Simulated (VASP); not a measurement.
Calculation: PBEsol GGA, VASP's PBE PAW potentials (set 64) (plane waves; VASP).

Input for VASP

INCAR:
```
! general
SYSTEM  = CuI
PREC    = Accurate
ENCUT   = 500   ! plane-wave cut-off (eV)
LREAL   = F   ! projection in real space or not
LASPH   = T

! electronic loop
EDIFF   = 1E-6   ! SCF stop (eV)
NELM    = 100   ! most electronic steps
ALGO    = Normal   ! blocked Davidson
LMAXMIX = 4   ! l cut-off of mixed one-centre charges

! smearing
ISMEAR  = 0   ! Gaussian
SIGMA   = 0.05

! functional
GGA     = PS

! ions
IBRION  = 2   ! conjugate gradients
NSW     = 40
ISIF    = 3   ! ions, shape and volume
EDIFFG  = -0.02
PSTRESS = 50

! output
LWAVE   = F
LCHARG  = F
```

File POSCAR:
```
CuI
1
   -0.0000000000     2.8927313280     2.8927313280
    2.8927313280     0.0000000000     2.8927313280
    2.8927313280     2.8927313280     0.0000000000
Cu I
1 1
Direct
  0.0000000000   0.0000000000   0.0000000000
  0.2500000000   0.2500000000   0.2500000000
```

File KPOINTS:
```
kpoints
0
Gamma
8 8 8
```

POTCAR, in this order: Cu I (PBE.64 set). Program: vasp_std.

Output of the run:

**OSZICAR**
```
       N       E                     dE             d eps       ncg     rms          rms(c)
DAV:   1     0.107642657417E+03    0.10764E+03   -0.79428E+03   754   0.149E+03
DAV:   2     0.117914838403E+01   -0.10646E+03   -0.10011E+03   759   0.272E+02
DAV:   3    -0.642018543616E+01   -0.75993E+01   -0.75009E+01   999   0.853E+01
DAV:   4    -0.666731078125E+01   -0.24713E+00   -0.24699E+00   936   0.133E+01
DAV:   5    -0.667494168439E+01   -0.76309E-02   -0.76308E-02  1085   0.247E+00    0.704E+00
DAV:   6    -0.656277395252E+01    0.11217E+00   -0.65870E+00   764   0.781E+01    0.466E+00
DAV:   7    -0.626635738113E+01    0.29642E+00   -0.14530E+00   879   0.471E+01    0.211E+00
DAV:   8    -0.626912325041E+01   -0.27659E-02   -0.10957E-01  1124   0.710E+00    0.718E-01
DAV:   9    -0.626187203972E+01    0.72512E-02   -0.31317E-02   901   0.578E+00    0.245E-01
DAV:  10    -0.626202531153E+01   -0.15327E-03   -0.12874E-03   869   0.347E-01    0.193E-01
DAV:  11    -0.626191926352E+01    0.10605E-03   -0.69351E-04  1054   0.923E-01    0.497E-02
DAV:  12    -0.626193352679E+01   -0.14263E-04   -0.12733E-04   844   0.798E-02    0.440E-02
DAV:  13    -0.626193430502E+01   -0.77823E-06   -0.28279E-06   887   0.201E-02
   1 F= -.47511109E+01 E0= -.47511109E+01  d E =-.475111E+01
       N       E                     dE             d eps       ncg     rms          rms(c)
DAV:   1    -0.626932839384E+01   -0.73949E-02   -0.44882E-02   774   0.560E+00    0.419E-01
DAV:   2    -0.626767690113E+01    0.16515E-02   -0.29006E-02   799   0.589E+00    0.184E-01
DAV:   3    -0.626657513966E+01    0.11018E-02   -0.59576E-03   799   0.277E+00    0.731E-02
DAV:   4    -0.626648348111E+01    0.91659E-04   -0.30477E-04   874   0.171E-01    0.238E-02
DAV:   5    -0.626647840596E+01    0.50752E-05   -0.12215E-05  1091   0.968E-02    0.203E-02
DAV:   6    -0.626647607222E+01    0.23337E-05   -0.19686E-06   677   0.218E-02    0.819E-03
DAV:   7    -0.626647552253E+01    0.54970E-06   -0.10350E-06   506   0.330E-02
   2 F= -.47508791E+01 E0= -.47508791E+01  d E =0.231733E-03
       N       E                     dE             d eps       ncg     rms          rms(c)
DAV:   1    -0.626467628954E+01    0.17998E-02   -0.22268E-02   774   0.393E+00    0.295E-01
DAV:   2    -0.626389851359E+01    0.77778E-03   -0.14449E-02   779   0.409E+00    0.130E-01
DAV:   3    -0.626333186866E+01    0.56664E-03   -0.29852E-03   779   0.199E+00    0.502E-02
DAV:   4    -0.626328802144E+01    0.43847E-04   -0.15521E-04   804   0.989E-02    0.187E-02
DAV:   5    -0.626328510888E+01    0.29126E-05   -0.80633E-06  1013   0.866E-02    0.152E-02
DAV:   6    -0.626328402861E+01    0.10803E-05   -0.10018E-06   468   0.155E-02    0.646E-03
DAV:   7    -0.626328374223E+01    0.28638E-06   -0.70028E-07   412   0.246E-02
   3 F= -.47510655E+01 E0= -.47510655E+01  d E =0.453784E-04
       N       E                     dE             d eps       ncg     rms          rms(c)
DAV:   1    -0.626259187662E+01    0.69215E-03   -0.12572E-03   764   0.940E-01    0.694E-02
DAV:   2    -0.626254822450E+01    0.43652E-04   -0.78873E-04   794   0.960E-01    0.304E-02
DAV:   3    -0.626251742946E+01    0.30795E-04   -0.16295E-04   779   0.464E-01    0.121E-02
DAV:   4    -0.626251498871E+01    0.24408E-05   -0.88020E-06   839   0.258E-02    0.416E-03
DAV:   5    -0.626251486549E+01    0.12322E-06   -0.28902E-07   412   0.182E-02
   4 F= -.47510934E+01 E0= -.47510934E+01  d E =0.174558E-04
       N       E                     dE             d eps       ncg     rms          rms(c)
DAV:   1    -0.626222604852E+01    0.28894E-03   -0.18957E-04   774   0.358E-01    0.275E-02
DAV:   2    -0.626221931606E+01    0.67325E-05   -0.12252E-04   779   0.379E-01    0.120E-02
DAV:   3    -0.626221448924E+01    0.48268E-05   -0.25584E-05   769   0.184E-01    0.481E-03
DAV:   4    -0.626221408500E+01    0.40424E-06   -0.12080E-06   417   0.102E-02
   5 F= -.47511025E+01 E0= -.47511025E+01  d E =0.835421E-05
       N       E                     dE             d eps       ncg     rms          rms(c)
DAV:   1    -0.626207618839E+01    0.13830E-03   -0.41938E-05   759   0.169E-01    0.133E-02
DAV:   2    -0.626207471650E+01    0.14719E-05   -0.28723E-05   784   0.184E-01    0.586E-03
DAV:   3    -0.626207356650E+01    0.11500E-05   -0.60956E-06   754   0.891E-02    0.238E-03
DAV:   4    -0.626207347345E+01    0.93055E-07   -0.24907E-07   397   0.496E-03
   6 F= -.47511065E+01 E0= -.47511065E+01  d E =0.440963E-05
       N       E                     dE             d eps       ncg     rms          rms(c)
DAV:   1    -0.626200670759E+01    0.66859E-04   -0.96311E-06   764   0.811E-02    0.639E-03
DAV:   2    -0.626200639927E+01    0.30832E-06   -0.66092E-06   764   0.883E-02
   7 F= -.47511086E+01 E0= -.47511086E+01  d E =0.230526E-05
```

### OUTCAR
```
------------------------ aborting loop because EDIFF is reached ----------------------------------------
  FORCE on cell =-STRESS in cart. coord.  units (eV):
  Direction    XX          YY          ZZ          XY          YZ          ZX
  --------------------------------------------------------------------------------------
  Total        1.5284048      1.5284048      1.5284048      0.0000000      0.0000000     -0.0000000
  in kB       50.5793565     50.5793565     50.5793565      0.0000000      0.0000000     -0.0000000
  external PRESSURE =       0.5793565 kB  Pullay stress =      50.0000000 kB
  volume of cell :       48.41
      direct lattice vectors                 reciprocal lattice vectors
     0.000000000  2.892778811  2.892778811    -0.172844186  0.172844186  0.172844186
     2.892778811  0.000000000  2.892778811     0.172844186 -0.172844186  0.172844186
     2.892778811  2.892778811  0.000000000     0.172844186  0.172844186 -0.172844186
  FREE ENERGIE OF THE ION-ELECTRON SYSTEM (eV)
  ---------------------------------------------------
  free  energy   TOTEN  =        -6.2620063993 eV

  energy  without entropy=       -6.2620063993  energy(sigma->0) =       -6.26200640
  enthalpy is  TOTEN    =        -4.7511085584 eV   P V=        1.5108978409

 reached required accuracy - stopping structural energy minimisation
```
(Selected blocks of OUTCAR.)

CONTCAR:
```
CuI
   1.00000000000000
     0.0000000000000000    2.8927788107694532    2.8927788107694532
     2.8927788107694532    0.0000000000000000    2.8927788107694532
     2.8927788107694532    2.8927788107694532    0.0000000000000000
  Cu              I
     1     1
Direct
     0.0000000000000000    0.0000000000000000    0.0000000000000000
     0.2500000000000000    0.2500000000000000    0.2500000000000000
```

The compound is CuI in the zinc blende structure. This run relaxes it under an external pressure of 5 GPa. Symmetry was kept, so distortions that lower it aren't found.
